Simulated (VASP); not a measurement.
Data:

```yaml
crystal:
  lattice:
    - [0.00000, 3.21576, 3.21576]
    - [3.21576, 0.00000, 3.21576]
    - [3.21576, 3.21576, 0.00000]
  atoms:
    - { symbol: Sn, position: [0.00000, 0.00000, 0.00000] }
    - { symbol: Te, position: [0.50000, 0.50000, 0.50000] }
```

Computed with rev-vdW-DF2, VASP's PBE PAW potentials (set 64) (plane waves; VASP). Settings: 520 eV cut-off, 7×7×7 Γ-centred mesh, Gaussian smearing of 0.050 eV, potentials Sn_d Te.

### Question
Give the stress tensor in GPa (positive for a compressed cell).

### Answer

```
-1.19   0.00   0.00
 0.00  -1.19   0.00
 0.00   0.00  -1.19
```
The pressure is its mean diagonal, -1.19 GPa.

The compound is SnTe in the rock salt structure, which distorts at low temperature. This cell is one point of a volume scan, at 1.03 of the reference volume.
